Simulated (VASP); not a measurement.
Output of a VASP run:

OUTCAR:
```
 ion  position               nearest neighbor table
   1  0.000  0.000  0.000-   3 2.75   4 2.75   5 2.75   3 2.75   4 2.75   4 2.75   5 2.75   4 2.75
                             3 2.75   5 2.75   3 2.75   5 2.75   2 3.36   2 3.36   2 3.36   2 3.36
   2  0.500  0.500  0.500-   3 1.94   4 1.94   5 1.94   5 1.94   3 1.94   4 1.94   1 3.36   1 3.36
                             1 3.36   1 3.36   1 3.36   1 3.36   1 3.36   1 3.36
   3  0.500  0.000  0.500-   2 1.94   2 1.94   1 2.75   1 2.75   1 2.75   1 2.75
   4  0.000  0.500  0.500-   2 1.94   2 1.94   1 2.75   1 2.75   1 2.75   1 2.75
   5  0.500  0.500  0.000-   2 1.94   2 1.94   1 2.75   1 2.75   1 2.75   1 2.75
  LATTYP: Found a simple cubic cell.
 ALAT       =     3.8829742387
 Subroutine PRICEL returns:
 Original cell was already a primitive cell.
 Subroutine GETGRP returns: Found 48 space group operations
The static configuration has the point symmetry O_h .
The dynamic configuration has the point symmetry O_h .
 Subroutine INISYM returns: Found 48 space group operations
 Subroutine IBZKPT returns following result:
 Found     20 irreducible k-points:

 Following reciprocal coordinates:
            Coordinates               Weight
  0.000000  0.000000  0.000000      1.000000
  0.166667  0.000000  0.000000      6.000000
  0.333333  0.000000  0.000000      6.000000
  0.500000  0.000000  0.000000      3.000000
  0.166667  0.166667  0.000000     12.000000
  0.333333  0.166667  0.000000     24.000000
  0.500000  0.166667  0.000000     12.000000
  0.333333  0.333333  0.000000     12.000000
  0.500000  0.333333  0.000000     12.000000
  0.500000  0.500000  0.000000      3.000000
  0.166667  0.166667  0.166667      8.000000
  0.333333  0.166667  0.166667     24.000000
  0.500000  0.166667  0.166667     12.000000
  0.333333  0.333333  0.166667     24.000000
  0.500000  0.333333  0.166667     24.000000
  0.500000  0.500000  0.166667      6.000000
  0.333333  0.333333  0.333333      8.000000
  0.500000  0.333333  0.333333     12.000000
  0.500000  0.500000  0.333333      6.000000
  0.500000  0.500000  0.500000      1.000000
   k-points           NKPTS =     20   k-points in BZ     NKDIM =     20   number of bands    NBANDS=     23
   number of dos      NEDOS =    301   number of ions     NIONS =      5
   total plane-waves  NPLWV =  32768
   dimension x,y,z NGX =    32 NGY =   32 NGZ =   32
   dimension x,y,z NGXF=    64 NGYF=   64 NGZF=   64
   ions per type =               1   1   3
   PREC   = accura    normal or accurate (medium, high low for compatibility)
   ISTART =      0    job   : 0-new  1-cont  2-samecut
   ICHARG =      2    charge: 1-file 2-atom 10-const
   ISPIN  =      1    spin polarized calculation?
   LNONCOLLINEAR =      F non collinear calculations
   LSORBIT =      F    spin-orbit coupling
   INIWAV =      1    electr: 0-lowe 1-rand  2-diag
   ENCUT  =  620.0 eV  45.57 Ry    6.75 a.u.   7.88  7.88  7.88*2*pi/ulx,y,z
   NELM   =    100;   NELMIN=  2; NELMDL= -5     # of ELM steps
   EDIFF  = 0.1E-05   stopping-criterion for ELM
   LREAL  =      F    real-space projection
   NLSPLINE    = F    spline interpolate recip. space projectors
   LMAXMIX     =    6 max onsite mixed and CHGCAR
   VOSKOWN=      0    Vosko Wilk Nusair interpolation
   EDIFFG = -.2E-01   stopping-criterion for IOM
   NSW    =     40    number of steps for IOM
   NBLOCK =      1;   KBLOCK =     40    inner block; outer block
   IBRION =      2    ionic relax: 0-MD 1-quasi-New 2-CG
   NFREE  =      1    steps in history (QN), initial steepest desc. (CG)
   ISIF   =      3    stress and relaxation
   ISYM   =      2    0-nonsym 1-usesym 2-fastsym
   TEIN   =    0.0    initial temperature
   TEBEG  =    0.0;   TEEND  =   0.0 temperature during run
   SMASS  =  -3.00    Nose mass-parameter (am)
   PSTRESS=  200.0 pullay stress
   NELECT =      38.0000    total number of electrons
   EFERMI =   0.00;   METHOD = LEGACY
   ISMEAR =     0;   SIGMA  =   0.05  broadening in eV -4-tet -1-fermi 0-gaus
   IALGO  =     38    algorithm
   LDIAG  =      T    sub-space diagonalisation (order eigenvalues)
   IMIX   =      4    mixing-type and parameters
     AMIX     =   0.40;   BMIX     =  1.00
     AMIX_MAG =   1.60;   BMIX_MAG =  1.00
...
```

OSZICAR:
```
       N       E                     dE             d eps       ncg     rms          rms(c)
DAV:   1     0.380748429579E+03    0.38075E+03   -0.24019E+04   920   0.195E+03
DAV:   2    -0.289620450251E+02   -0.40971E+03   -0.40020E+03  1127   0.494E+02
DAV:   3    -0.497058091004E+02   -0.20744E+02   -0.20694E+02  1165   0.110E+02
DAV:   4    -0.502139284313E+02   -0.50812E+00   -0.50790E+00  1622   0.150E+01
DAV:   5    -0.502169511487E+02   -0.30227E-02   -0.30223E-02  1180   0.109E+00    0.421E+01
DAV:   6    -0.428276280508E+02    0.73893E+01   -0.36439E+01  1118   0.456E+01    0.176E+01
DAV:   7    -0.426966241237E+02    0.13100E+00   -0.17091E+00  1227   0.946E+00    0.106E+01
DAV:   8    -0.426401338464E+02    0.56490E-01   -0.23333E-01  1213   0.433E+00    0.112E+00
DAV:   9    -0.426360462051E+02    0.40876E-02   -0.24647E-02  1230   0.107E+00    0.181E-01
DAV:  10    -0.426357962000E+02    0.25001E-03   -0.33897E-03  1266   0.515E-01    0.755E-02
DAV:  11    -0.426358032290E+02   -0.70290E-05   -0.31696E-04  1236   0.154E-01    0.362E-02
DAV:  12    -0.426358137886E+02   -0.10560E-04   -0.50719E-05  1360   0.564E-02    0.690E-03
DAV:  13    -0.426358137394E+02    0.49165E-07   -0.25949E-06   988   0.128E-02
   1 F= -.35327571E+02 E0= -.35327571E+02  d E =-.353276E+02
```

OUTCAR:
```
------------------------ aborting loop because EDIFF is reached ----------------------------------------
  FORCE on cell =-STRESS in cart. coord.  units (eV):
  Direction    XX          YY          ZZ          XY          YZ          ZX
  --------------------------------------------------------------------------------------
  Total        7.2237546      7.2237546      7.2237546     -0.0000000      0.0000000      0.0000000
  in kB      197.6878767    197.6878767    197.6878767     -0.0000000      0.0000000      0.0000000
  external PRESSURE =      -2.3121233 kB  Pullay stress =     200.0000000 kB
  volume of cell :       58.55
      direct lattice vectors                 reciprocal lattice vectors
     3.882974239  0.000000000  0.000000000     0.257534544  0.000000000  0.000000000
     0.000000000  3.882974239  0.000000000     0.000000000  0.257534544  0.000000000
     0.000000000  0.000000000  3.882974239     0.000000000  0.000000000  0.257534544
 POSITION                                       TOTAL-FORCE (eV/Angst)
 -----------------------------------------------------------------------------------
      0.00000      0.00000      0.00000         0.000000      0.000000      0.000000
      1.94149      1.94149      1.94149         0.000000      0.000000      0.000000
      1.94149      0.00000      1.94149         0.000000      0.000000      0.000000
      0.00000      1.94149      1.94149         0.000000      0.000000      0.000000
      1.94149      1.94149      0.00000         0.000000      0.000000      0.000000
 -----------------------------------------------------------------------------------
    total drift:                                0.000000     -0.000000     -0.000000
  FREE ENERGIE OF THE ION-ELECTRON SYSTEM (eV)
  ---------------------------------------------------
  free  energy   TOTEN  =       -42.6358137394 eV

  energy  without entropy=      -42.6358137394  energy(sigma->0) =      -42.63581374
  enthalpy is  TOTEN    =       -35.3275713825 eV   P V=        7.3082423569

 reached required accuracy - stopping structural energy minimisation
```
(Selected blocks of OUTCAR.)

**POSCAR**
```
KTaO3
1
    3.8829742387     0.0000000000    -0.0000000000
    0.0000000000     3.8829742387    -0.0000000000
    0.0000000000     0.0000000000     3.8829742387
K Ta O
1 1 3
Direct
  0.0000000000   0.0000000000   0.0000000000
  0.5000000000   0.5000000000   0.5000000000
  0.5000000000   0.0000000000   0.5000000000
  0.0000000000   0.5000000000   0.5000000000
  0.5000000000   0.5000000000   0.0000000000
```

Task: Write an INCAR and KPOINTS that could have produced this output.

Result: This is not unique; one that fits is the input of the run itself, PBEsol GGA, plane waves, VASP's PBE PAW potentials (set 64).

### KPOINTS
```
Automatic mesh
0
Gamma
6 6 6
0 0 0
```

**INCAR**
```
SYSTEM = KTaO3
PREC = Accurate
ENCUT = 620
EDIFF = 1E-6
NELM = 100
ALGO = Normal
LREAL = .FALSE.
LASPH = .TRUE.
ISMEAR = 0
SIGMA = 0.05
GGA = PS
LMAXMIX = 6
LWAVE = .FALSE.
LCHARG = .FALSE.
IBRION = 2
ISIF = 3
NSW = 40
EDIFFG = -0.02
PSTRESS = 200
```

POTCAR, in this order: K_sv Ta_pv O (PBE.64 set). Program: vasp_std.

The compound is KTaO3 in the cubic perovskite structure. It was relaxed first under an external pressure of 20 GPa.
